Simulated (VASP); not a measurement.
Data:

```xyz
4
Lattice="2.2541 -3.9042 0.0000 2.2541 3.9042 0.0000 0.0000 0.0000 7.3645" Properties=species:S:1:pos:R:3 pbc="T T T"
Cd     2.2541    -1.3014     3.6833
Cd     2.2541     1.3014     0.0010
Se     2.2541    -1.3014     6.4503
Se     2.2541     1.3014     2.7680
```

The numbers are results of vdW-DF2, VASP's PBE PAW potentials (set 64) (plane waves; VASP), not measurements. Settings: 520 eV cut-off, Gaussian smearing of 0.050 eV, potentials Cd Se.

Task: Give the energies of bands 13 to 21 at the high-symmetry points, in eV from the valence-band maximum.

Result: 
| band | Γ | M | K | A | L | H |
|---|---|---|---|---|---|---|
| 13 | -3.67 | -3.60 | -3.28 | -2.40 | -3.59 | -3.51 |
| 14 | -0.58 | -3.15 | -3.28 | -2.40 | -3.59 | -3.51 |
| 15 | -0.58 | -2.09 | -2.40 | -0.30 | -1.07 | -1.91 |
| 16 | -0.05 | -1.42 | -1.45 | -0.30 | -1.07 | -1.91 |
| 17 | 0.00 | -1.02 | -1.45 | -0.30 | -1.03 | -0.86 |
| 18 | 0.00 | -0.57 | -1.31 | -0.30 | -1.03 | -0.86 |
| 19 | 0.08 | 2.71 | 4.01 | 1.88 | 2.61 | 3.31 |
| 20 | 1.85 | 3.10 | 4.01 | 1.88 | 2.61 | 3.31 |
| 21 | 5.73 | 4.61 | 4.28 | 5.48 | 4.68 | 5.56 |

The gap is direct, 0.08 eV, from the valence maximum at Γ to the conduction minimum at Γ.

Measured: gap 1.73 eV (computed value off by -1.65 eV), as given by Abedi et al., (2022), arXiv:2211.14644.

The compound is CdSe in the wurtzite structure. It was relaxed first, which changed the volume by +15 %.
